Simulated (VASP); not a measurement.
Input:

```
AlN
1.0
    3.13023     0.00000     0.00000
   -1.56511     2.71086     0.00000
    0.00000     0.00000     5.01179
Al N
2 2
Direct
  0.33333   0.66667   0.00005
  0.66667   0.33333   0.50005
  0.33333   0.66667   0.38195
  0.66667   0.33333   0.88195
```

Method: PBE GGA, VASP's PBE PAW potentials (set 64) (plane waves; VASP). Settings: 530 eV cut-off, 7×7×4 Γ-centred mesh, Gaussian smearing of 0.050 eV, potentials Al N.

Estimate the energy per atom (σ→0).

```json
{
 "energy per atom (σ→0)": "-7.445 eV/atom"
}
```

The compound is AlN in the wurtzite structure. It was relaxed first. The start is the result of an earlier pass.
